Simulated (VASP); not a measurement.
Given:

```
Al2O3
1.0
    4.51594    -2.36672    -0.00048
    4.51594     2.36672    -0.00048
    3.27600     0.00000     3.90677
Al O
4 6
Direct
  0.85198   0.85198   0.85198
  0.35198   0.35198   0.35198
  0.14802   0.14802   0.14802
  0.64802   0.64802   0.64802
  0.44424   0.05576   0.75000
  0.05576   0.75000   0.44424
  0.55576   0.94424   0.25000
  0.25000   0.55576   0.94424
  0.94424   0.25000   0.55576
  0.75000   0.44424   0.05576
```

Level of theory: LDA (Ceperley-Alder, Perdew-Zunger), VASP's LDA PAW potentials (set 64) (plane waves; VASP). Numerical set-up: 520 eV cut-off, Gaussian smearing of 0.050 eV, potentials Al O.

Task: Give the energies of bands 13 to 26 at the high-symmetry points, in eV from the valence-band maximum.

Result: 
| band | Γ | T | H2 | L | S0 | F |
|---|---|---|---|---|---|---|
| 13 | -4.50 | -4.15 | -3.65 | -3.52 | -3.87 | -3.88 |
| 14 | -3.44 | -4.15 | -3.65 | -3.52 | -3.10 | -3.36 |
| 15 | -3.00 | -2.31 | -2.17 | -2.27 | -2.77 | -2.61 |
| 16 | -1.45 | -2.31 | -2.17 | -2.27 | -2.09 | -2.37 |
| 17 | -1.45 | -2.07 | -1.91 | -1.59 | -1.67 | -1.85 |
| 18 | -1.33 | -2.07 | -1.91 | -1.59 | -1.53 | -1.59 |
| 19 | -1.33 | -2.07 | -1.22 | -1.34 | -1.30 | -1.42 |
| 20 | -0.51 | -2.07 | -1.22 | -1.34 | -1.14 | -1.33 |
| 21 | -0.51 | -0.38 | -0.87 | -0.93 | -0.91 | -1.04 |
| 22 | -0.03 | -0.38 | -0.87 | -0.93 | -0.88 | -0.93 |
| 23 | -0.03 | -0.38 | -0.52 | -0.28 | -0.58 | -0.77 |
| 24 | 0.00 | -0.38 | -0.52 | -0.28 | -0.28 | -0.25 |
| 25 | 6.41 | 8.74 | 9.71 | 9.45 | 9.53 | 9.45 |
| 26 | 9.08 | 8.74 | 9.71 | 9.45 | 9.57 | 9.82 |

The gap is direct, 6.41 eV, from the valence maximum at Γ to the conduction minimum at Γ.

The compound is Al2O3 in the corundum structure. It was relaxed first.
